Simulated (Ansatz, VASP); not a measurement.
**WSe2 in two plane-wave programs**

Wanted: the spread between two codes on one cell, functional and k mesh. The cell is taken from a series of runs on this material, whose earlier steps may have relaxed, scaled, displaced or heated it; both programs get it as it stands.

Main program and level: Ansatz 0.2.0; plane waves, with VASP 6.6.1 beside it; G0W0 gap at PBE0 form with 75 % exact exchange with an exact-exchange share of 0.75.

## Step 1: The structure

Symmetry: P6_3/mmc, No. 194, hexagonal system. Conventional cell: a = 3.290 Å, b = 3.290 Å, c = 12.970 Å, α = 90.00°, β = 90.00°, γ = 120.00°. Nearest to W lie 6 Se at 2.53 Å. Nearest to Se lie 3 W at 2.53 Å. Farther neighbours and most contacts between anions are not listed.

## Step 2: Ansatz: G0W0 gap, PBE0 form with 75 % exact exchange with an exact-exchange share of 0.75

Ansatz runs on its PAW soft_1 files.

Quasiparticle shifts depend on high empty states and on the cores, so they are the hardest test of two PAW sets.

Input file input.yaml:

```yaml
crystal:
  lattice:
    - [3.29, 0.0, 0.0]
    - [-1.645, 2.8492235785, 0.0]
    - [0.0, 0.0, 12.97]
  atoms:
    - { symbol: W, position: [0.3333333333, 0.6666666667, 0.25] }
    - { symbol: W, position: [0.6666666667, 0.3333333333, 0.75] }
    - { symbol: Se, position: [0.3333333333, 0.6666666667, 0.621] }
    - { symbol: Se, position: [0.6666666667, 0.3333333333, 0.121] }
    - { symbol: Se, position: [0.3333333333, 0.6666666667, 0.879] }
    - { symbol: Se, position: [0.6666666667, 0.3333333333, 0.379] }
kpoints:
  mp_grid: { grid: [6, 6, 2] }
hamiltonian:
  xc: { exchange: pbe, correlation: pbe, exx: { coeff: 0.75 } }
  pseudopotentials: { kind: paw, azcp: { folder: soft_1 } }
scf:
  occupations: { method: fixed }
gw:
  n_empty_bands: 507
  ecut_chi: 150.0
  qp_bands: [v2, c2]
  qp_kpoints: band_edges
  screening: { model: contour_deformation }
```

Launch:

```bash
$ ansatz run input.yaml --threads 3 --pin off --max-ram 92160MiB --backend cuda --events-out ev --progress --plain --runs-dir out --devices 1 --max-vram 13GiB
```

Numbers of over 12 decimals in the logs are rounded to 6 here.

The program printed:

```text
GPUs: using 1 of 1 available (devices: 1).
Engine: ansatz 0.2.0, x86_64-unknown-linux-gnu
Pseudopotentials: kind: paw
Pseudopotential: W, paw, valence charge 14, recommended cutoff 420 eV (normal), soft_1/W.paw.azcp
Pseudopotential: Se, paw, valence charge 16, recommended cutoff 420 eV (normal), soft_1/Se.paw.azcp
Functional definition: unnamed
  parameter a_1 = 0.75
  exchange = (1 - a_1)*pbe_x + a_1*exact_x
  correlation = pbe_c
davidson cushion auto → on  (no smearing: the cushion is to keep the highest requested band from converging to the state above it; pin scf.eigensolver.cushion to override)
device memory: the entry about to start is reckoned to put 2.5 GiB on a device that reports 40.1 GiB free (of which the cap on the GPU budget leaves the run 13.0 GiB)
GPU FFT provider: cuFFT
GPU libraries: cuBLAS 13.8.2, cuFFT 12.4.0, cuSOLVER 12.3.4
Crystal: 6 atoms, lattice volume = 121.580 Å³
Basis set: ecut = 420 eV, 2419 PW (Γ)
Bands: 56, of which v1, the nominal top of the filled ones, is band 46 counted from 1 (45 counted from 0)
Symmetry: 24 space group operations
Space group: P63/mmc (ITA 194), of the structure as read, at distance tolerance 5.0e-5 Å
k-points: 14 of 72
Non-local potential: W, projectors of the file, l = 0: 3, l = 1: 2, l = 2: 2, l = 3: 1
Non-local potential: Se, projectors of the file, l = 0: 2, l = 1: 2, l = 2: 3, l = 3: 1
PAW form: soft (Blöchl's): semilocal exchange-correlation on the pseudo side does not see the compensation charge
PAW frozen core: W, regenerated for the run's functional, and the local potential with it (the file was generated under x = pbe(κ = 0.804, μ = 0.219515), c = pbe(β = 0.066725))
PAW frozen core: Se, regenerated for the run's functional, and the local potential with it (the file was generated under x = pbe(κ = 0.804, μ = 0.219515), c = pbe(β = 0.066725))
PAW one-centre angular grid: W, 590 points (default); XC on 64 Gauss nodes
PAW one-centre angular grid: Se, 590 points (default); XC on 64 Gauss nodes
Initial density: superposition of atomic densities (chi_scale 0.1, normalization cell, long waves kept (reshape's long-wave potential 0.04 eV rms))
Initial wavefunctions: pseudopotential atomic-orbital guess
GPU buffer pool allocated for 51840 grid points (all kernels)
GPU transforms: local potential and band sums: pruned to the plane-wave sphere, on 24×24×90
Functional: x = pbe(κ = 0.804, μ = 0.219515), c = pbe(β = 0.066725), warm-up for x = 0.25 pbe(κ = 0.804, μ = 0.219515) + 0.75 exact, c = pbe(β = 0.066725)
SCF iter   1: F=—  HF=-42652.279379 eV  |F-HF|=—  |Δ(HF+E_count)|=         —  Δρ=3.58e-2  dr2=3.83e0  ethr=1.00e-1  ⟨swp⟩=4.1  Hψ=2137  notcnv=0
preconditioner: auto → none  [insulator: Δε(μ)=0.949 eV  Ē_g=9.097 eV  n_scr=40 (ndim 8)  ℏωp=20.2 eV  f_vac=0.022]
SCF iter   2: F=—  HF=-42652.825246 eV  |F-HF|=—  |Δ(HF+E_count)|=   5.46e-1  Δρ=4.30e-2  dr2=8.75e0  ethr=4.16e-3  ⟨swp⟩=4.4  Hψ=2177  notcnv=0
SCF iter   3: F=—  HF=-42651.685982 eV  |F-HF|=—  |Δ(HF+E_count)|=    1.14e0  Δρ=1.85e-2  dr2=1.36e0  ethr=4.16e-3  ⟨swp⟩=3.8  Hψ=1962  notcnv=0
iter 4 solved again at ethr=5.80e-5 eV; its pass at ethr=1.48e-3 eV (dr2=5.33e-2 eV) is discarded
SCF iter   4: F=—  HF=-42651.497341 eV  |F-HF|=—  |Δ(HF+E_count)|=   1.89e-1  Δρ=5.63e-3  dr2=5.35e-2  ethr=5.80e-5  ⟨swp⟩=3.0  Hψ=3556  notcnv=0
SCF iter   5: F=—  HF=-42651.491233 eV  |F-HF|=—  |Δ(HF+E_count)|=   6.11e-3  Δρ=1.31e-3  dr2=1.18e-3  ethr=5.80e-5  ⟨swp⟩=3.0  Hψ=1825  notcnv=0
SCF iter   6: F=—  HF=-42651.491839 eV  |F-HF|=—  |Δ(HF+E_count)|=   6.06e-4  Δρ=2.70e-4  dr2=4.16e-5  ethr=1.28e-6  ⟨swp⟩=4.0  Hψ=2600  notcnv=0
SCF iter   7: F=-42651.491732 eV  HF=-42651.491767 eV  |F-HF|=3.53e-5  |Δ(HF+E_count)|=   7.16e-5  Δρ=1.46e-4  dr2=1.10e-5  ethr=4.52e-8  ⟨swp⟩=3.1  Hψ=2325  notcnv=0
SCF 1 stopped early in 7 iterations: F = -42651.491732 eV  dr2 = 1.10e-5
  greatest PAW one-centre occupation: 1.000 electrons in one spin orbital (limit 2), on the Se atom at site 4 (counted from 0), in its partial waves of l = 2
device memory: the entry about to start is reckoned to put 3.1 GiB (of the 3.2 GiB reckoned in all, the device holds 0.1 GiB already) on a device that reports 36.3 GiB free (of which the cap on the GPU budget leaves the run 13.0 GiB)
GPU FFT provider: cuFFT
GPU libraries: cuBLAS 13.8.2, cuFFT 12.4.0, cuSOLVER 12.3.4
Initial density: handed on by an earlier stage of this run
Initial wavefunctions: those handed on with the density
GPU buffer pool allocated for 51840 grid points (all kernels)
GPU transforms: local potential and band sums: pruned to the plane-wave sphere, on 24×24×90
Functional: x = 0.25 pbe(κ = 0.804, μ = 0.219515) + 0.75 exact, c = pbe(β = 0.066725)
[...]
device memory: the entry about to start is reckoned to put 3.1 GiB on a device that reports 31.1 GiB free (of which the cap on the GPU budget leaves the run 13.0 GiB)
NSCF: frozen V_eff on 14 k-points
Exchange-term sweep: 0 of 14 (spin, k) points
Exchange-term sweep: 1 of 14 (spin, k) points
Exchange-term sweep: 2 of 14 (spin, k) points
Exchange-term sweep: 3 of 14 (spin, k) points
Exchange-term sweep: 4 of 14 (spin, k) points
Exchange-term sweep: 5 of 14 (spin, k) points
Exchange-term sweep: 6 of 14 (spin, k) points
Exchange-term sweep: 7 of 14 (spin, k) points
Exchange-term sweep: 8 of 14 (spin, k) points
Exchange-term sweep: 9 of 14 (spin, k) points
Exchange-term sweep: 10 of 14 (spin, k) points
Exchange-term sweep: 11 of 14 (spin, k) points
Exchange-term sweep: 12 of 14 (spin, k) points
Exchange-term sweep: 13 of 14 (spin, k) points
Exchange-term sweep: 14 of 14 (spin, k) points
G₀W₀ screening: q 1/14
[... further progress lines ...]
hybrid SCF converged: 3 outer / 20 inner (+7 warm-up), last move |dexx| = 3.16e-6 eV, tail = 4.78e-7 eV
Stability not checked: this state was not tested for a lower state beside it, because the functional holds exact exchange (a hybrid, or Hartree-Fock), whose exchange loop this test does not read (fock_operator; see scf.lower_state_search)
Free energy (F): -42660.646949 eV
Frozen-core exchange: fock
Harris-Foulkes:  -42660.646949 eV  (|F-HF|=6.81e-8)
Internal energy: -42660.646949 eV  (E = F + TS)
E sigma→0 (E₀):  -42660.646949 eV
Fermi energy:    10.530428 eV
--- Per-component energies (eV) ---
  E_band       = -2603.687440
  E_kinetic    = 1270.187510
  E_local      = -12155.519881  (includes V_loc(G=0)·N_el)
  E_nonlocal   = -1470.978358
  E_hartree    = 6252.526037
  E_xc         = -276.210571
  E_vxc        = -264.098130  (∫ρ·V_xc dr)
  E_exx        = -1179.913623  (= α·E_x^exact, valence–valence)
  E_paw        = -25075.767116  (= ΣΔE_a)
  E_vpaw       = -128.500263  (= ΣTr[D̂ρ^β])
  E_aug_tail   = -0.001228  (compensation charges beyond the density's cutoff)
  E_ewald      = -9994.845457
  E_core_change = -30.124262  (= ΣΔE_core)
  E_smearing   = -0.000000  (= −TS)
  E_closure    = 0.000000  (closes the sum)
  Σ components = -42660.646949   (vs F -42660.646949, Δ=0.00e0)
--- Band table (eV; the first three rows and the last of 14) ---
  k-point 0: bands = [... 42 lower, 8.4607, 8.6208, 8.9671, 10.5304, 17.3405, 17.3405, 17.3452, 17.3452]
  k-point 1: bands = [... 42 lower, 8.4186, 8.4186, 10.1423, 10.1423, 17.3295, 17.3295, 17.3295, 17.3295]
  k-point 2: bands = [... 42 lower, 7.7695, 8.6784, 8.9507, 9.6019, 16.0608, 16.7210, 16.8299, 16.8876]
  k-point 13: bands = [... 42 lower, 6.4892, 6.4892, 10.2486, 10.2486, 15.2855, 15.2855, 17.0846, 17.0846]
  guard bands above this table: 6 of the run's 56 bands. The solve was not asked for them (output.publish_guard_bands: true or output.eigenvalues: true publishes all)
--- G₀W₀: contour deformation, 6 samples at zero and on the imaginary axis and 1 off it, 72 q-points, 507 empty bands' worth ---
  eigenvalues of the whole cell's RPA ε∞ on this k-mesh (on a slab, of 1 + 4πα/V) = 3.8660, 6.5104, 6.5104; static W/v taken at q = 0 is 0.163450
  bands read: the sum over 553 bands ends inside a degenerate multiplet in 8 slots, whose members it reads at an even weight; the widest, k=0: bands 553 to 554 (counted from 1) at 1/2 each
  gw.qp_kpoints: band_edges: 10 of 14 stored k-points solved, in 1 pass; an edge of the gap read off the rows below is read off those points alone
    valence top: of the k-points left out ik 6 came nearest to being solved in a further pass, in band 46 (counted from 1, as in the quasiparticle table): it holds the edge there only if its correction is more favourable than any solved in that band by at least 1.557 eV; those differ by 0.419 eV
    conduction bottom: of the k-points left out ik 4 came nearest to being solved in a further pass, in band 47 (counted from 1, as in the quasiparticle table): it holds the edge there only if its correction is more favourable than any solved in that band by at least 0.542 eV; those differ by 0.302 eV
    ik  band        ε_KS         Σx   Σc(E_QP)       V_xc       Z   E_QP_lin       E_QP  E_QP is
     0    45      8.9671   -18.1107     0.6974   -18.9665  0.8407    10.5106    10.5204  root
     0    46     10.5304   -19.2957     0.3581   -20.2204  0.8456    11.8082    11.8133  root
     0    47     17.3405   -13.3645    -3.6246   -15.6067  0.8408    15.9680    15.9581  root
     0    48     17.3405   -13.3645    -3.6246   -15.6067  0.8408    15.9680    15.9581  root
     1    45     10.1423   -18.9937     0.5147   -19.8547  0.8461    11.5117    11.5180  root
     1    46     10.1423   -18.9937     0.5147   -19.8547  0.8461    11.5117    11.5180  root
     1    47     17.3295   -13.2556    -3.7338   -15.5911  0.8444    15.9408    15.9313  root
     1    48     17.3295   -13.2556    -3.7338   -15.5911  0.8444    15.9408    15.9313  root
     2    45      8.9507   -18.5030     0.7303   -19.3466  0.8399    10.5145    10.5246  root
     2    46      9.6019   -18.9528     0.5784   -19.8181  0.8433    11.0380    11.0456  root
     2    47     16.0608   -12.6034    -3.5524   -14.8586  0.8477    14.7712    14.7637  root
     2    48     16.7210   -13.4311    -3.5859   -15.6893  0.8424    15.4019    15.3933  root
     3    45      9.4729   -18.9029     0.6573   -19.7320  0.8435    10.9511    10.9593  root
     3    46      9.4729   -18.9029     0.6573   -19.7320  0.8435    10.9511    10.9593  root
     3    47     16.4091   -12.9547    -3.6158   -15.2381  0.8455    15.0850    15.0767  root
     3    48     16.4091   -12.9547    -3.6158   -15.2381  0.8455    15.0850    15.0767  root
     8    45      8.8553   -18.9566     0.7457   -19.7957  0.8388    10.4297    10.4401  root
     8    46      8.9262   -19.0446     0.7394   -19.8694  0.8403    10.4806    10.4905  root
     8    47     15.0923   -12.2936    -3.3669   -14.5138  0.8511    13.9508    13.9456  root
     8    48     16.2826   -13.4233    -3.6707   -15.7590  0.8420    14.9559    14.9475  root
     9    45      8.9026   -19.0183     0.7406   -19.8487  0.8397    10.4636    10.4737  root
     9    46      8.9026   -19.0183     0.7406   -19.8487  0.8397    10.4636    10.4737  root
     9    47     15.6198   -12.7749    -3.4917   -15.0430  0.8481    14.4025    14.3962  root
     9    48     15.6198   -12.7749    -3.4917   -15.0430  0.8481    14.4025    14.3962  root
[...]
12    45     10.0924   -17.6794     0.2080   -18.6832  0.8467    11.2999    11.3043  root
    12    46     10.4323   -18.2409     0.1323   -19.2605  0.8466    11.5805    11.5842  root
    12    47     15.2855   -15.0560    -3.4420   -17.4017  0.8402    14.1940    14.1892  root
    12    48     15.2855   -15.0560    -3.4420   -17.4017  0.8402    14.1940    14.1892  root
    13    45     10.2486   -17.9159     0.1695   -18.9281  0.8467    11.4264    11.4304  root
    13    46     10.2486   -17.9159     0.1695   -18.9281  0.8467    11.4264    11.4304  root
    13    47     15.2855   -15.0532    -3.4420   -17.3989  0.8402    14.1941    14.1893  root
    13    48     15.2855   -15.0532    -3.4420   -17.3989  0.8402    14.1941    14.1893  root
```

In the SCF lines HF is the Harris–Foulkes energy and dr2 the Hartree energy of the density residual, in eV; the loop may stop once dr2 is under the threshold and the program's other checks hold. Hψ counts applications of the Hamiltonian.

(Continued in part 2 of 2.)

[Lines on the potential files, build, host, timing and source positions are cut from VASP's logs without a mark.]

[Logs are printed without paths, hosts, clocks, repeated set-up lines and the standing remarks that a program may print on its own settings, such as how far it seeks lower states.]

[Hosts, paths, dates, database ids (printed as entryN), source tags and the programs' standing remarks are cut or masked in the printed files.]
